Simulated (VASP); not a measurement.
Output of a VASP run:

**OSZICAR**
```
       N       E                     dE             d eps       ncg     rms          rms(c)
DAV:   1     0.331265470275E+02    0.33127E+02   -0.48193E+03  2464   0.112E+03
DAV:   2    -0.121997857160E+02   -0.45326E+02   -0.43173E+02  2414   0.190E+02
DAV:   3    -0.132111476534E+02   -0.10114E+01   -0.10027E+01  2852   0.366E+01
DAV:   4    -0.132273431652E+02   -0.16196E-01   -0.16175E-01  2902   0.428E+00
DAV:   5    -0.132277738977E+02   -0.43073E-03   -0.43121E-03  2764   0.702E-01    0.128E+01
DAV:   6    -0.152125269946E+02   -0.19848E+01   -0.64762E+01  2694   0.139E+02    0.161E+01
DAV:   7    -0.116139777563E+02    0.35985E+01   -0.17836E+01  2638   0.821E+01    0.117E+00
DAV:   8    -0.116035200654E+02    0.10458E-01   -0.44849E-01  2994   0.852E+00    0.103E+00
DAV:   9    -0.115886400871E+02    0.14880E-01   -0.54841E-02  2818   0.380E+00    0.212E-01
DAV:  10    -0.115881157718E+02    0.52432E-03   -0.20849E-03  2746   0.740E-01    0.818E-02
DAV:  11    -0.115881148040E+02    0.96783E-06   -0.54210E-05  2702   0.705E-02    0.311E-02
DAV:  12    -0.115881121826E+02    0.26214E-05   -0.11511E-05  2768   0.646E-02    0.383E-03
DAV:  13    -0.115881120089E+02    0.17367E-06   -0.22870E-07  2146   0.587E-03    0.178E-03
DAV:  14    -0.115881119378E+02    0.71084E-07   -0.19360E-07  1378   0.677E-03
   1 F= -.11588112E+02 E0= -.11588112E+02  d E =0.000000E+00
```

OUTCAR:
```
------------------------ aborting loop because EDIFF is reached ----------------------------------------
  FORCE on cell =-STRESS in cart. coord.  units (eV):
  Direction    XX          YY          ZZ          XY          YZ          ZX
  --------------------------------------------------------------------------------------
  Total       -0.0471289     -0.0471289     -0.0471289     -0.0000000     -0.0000000      0.0000000
  in kB       -3.2182809     -3.2182809     -3.2182809     -0.0000000     -0.0000000      0.0000000
  external PRESSURE =      -3.2182809 kB  Pullay stress =       0.0000000 kB
  volume of cell :       23.46
      direct lattice vectors                 reciprocal lattice vectors
     2.862801976  0.000000000  0.000000000     0.349308128  0.000000000  0.000000000
     0.000000000  2.862801976  0.000000000     0.000000000  0.349308128  0.000000000
     0.000000000  0.000000000  2.862801976     0.000000000  0.000000000  0.349308128
 POSITION                                       TOTAL-FORCE (eV/Angst)
 -----------------------------------------------------------------------------------
      1.43140      1.43140      1.43140         0.000000      0.000000      0.000000
      0.00000      0.00000      0.00000         0.000000      0.000000      0.000000
 -----------------------------------------------------------------------------------
    total drift:                               -0.000000      0.000000     -0.000000
  FREE ENERGIE OF THE ION-ELECTRON SYSTEM (eV)
  ---------------------------------------------------
  free  energy   TOTEN  =       -11.5881119378 eV

  energy  without entropy=      -11.5881119378  energy(sigma->0) =      -11.58811194

 total charge

# of ion       s       p       d       tot
------------------------------------------
    1        0.384   0.422   0.000   0.806
    2        0.488   0.536   8.484   9.509
--------------------------------------------------
tot          0.873   0.958   8.484  10.315
```
(Selected blocks of OUTCAR.)

File POSCAR:
```
NiAl
1
    2.8628019755     0.0000000000     0.0000000000
    0.0000000000     2.8628019755     0.0000000000
    0.0000000000     0.0000000000     2.8628019755
Al Ni
1 1
Direct
  0.5000000000   0.5000000000   0.5000000000
  0.0000000000   0.0000000000   0.0000000000
```

Problem. Write an INCAR and KPOINTS that could have produced this output.

Solution. One answer among several that fit: the input of the run itself, PBEsol GGA, plane waves, VASP's PBE PAW potentials (set 64).

**KPOINTS**
```
K-points
0
gamma
  14 14 14
0 0 0
```

**INCAR**
```
# general
SYSTEM   =  NiAl
PREC     =  Accurate
ENCUT    =  400
LREAL    =  .FALSE.   # projection in real space or not
LASPH    =  .TRUE.

# electronic loop
EDIFF    =  1E-7
NELM     =  100
ALGO     =  Normal
LMAXMIX  =  4

# smearing
ISMEAR   =  -5   # tetrahedra, Bloechl

# functional
GGA      =  PS

# ions
ISIF     =  2   # forces and stress, cell fixed

# output
LWAVE    =  .FALSE.
LCHARG   =  .TRUE.
LORBIT   =  11   # lm-projected
NEDOS    =  601
```

POTCAR, in this order: Al Ni (PBE.64 set). Program: vasp_std.

For a metal the tetrahedron method with Blöchl corrections gives inexact stress and forces.

The compound is NiAl in the CsCl type structure. It was relaxed first. The run is not spin-polarised, so no magnetic state was tried. The electron count is odd and the run is not spin-polarised, which forces a metal.
